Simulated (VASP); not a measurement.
Y7ScCo12, 20 atoms in the cell. The cell holds a amorphous, 20 atoms: a = 7.349 Å, b = 7.313 Å, c = 7.018 Å, α = 90.89°, β = 88.59°, γ = 90.33°. The cell was built by a generator and needn't be a form met in nature.

- Program: VASP 6.6.1
- Task: single point
- Functional: PBE
- Potentials or basis: VASP PAW PBE potentials, release 64 (Co, Y_sv, Sc_sv)
- Cutoff: 520 eV
- k mesh: 1 × 1 × 1, shifted
- Occupations: fermi-dirac, width 0.0888 eV
- Spin: no spin polarisation
- Dipole correction: no
- Further INCAR settings: LREAL = Auto; ALGO = Fast; EDIFF = 1e-06; NBANDS = 114; ISYM = 0

Potentials or basis: VASP PAW PBE potentials, release 64 (Co, Y_sv, Sc_sv).

Launch:

```bash
$ cat potpaw_PBE.64/Co/POTCAR potpaw_PBE.64/Y_sv/POTCAR potpaw_PBE.64/Sc_sv/POTCAR > POTCAR
$ mpirun -np 1 vasp_std > vasp.out
```

Hardware: 1 thread of Intel(R) Xeon(R) 6975P-C (Granite Rapids), with other jobs on the host.

Q: Estimate the wall time of this run.

A: Run time: 4.4 min on 1 thread of Intel(R) Xeon(R) 6975P-C (Granite Rapids), on a shared host, peak memory 0.41 GiB. Counts: scf iterations 55, k points 1.
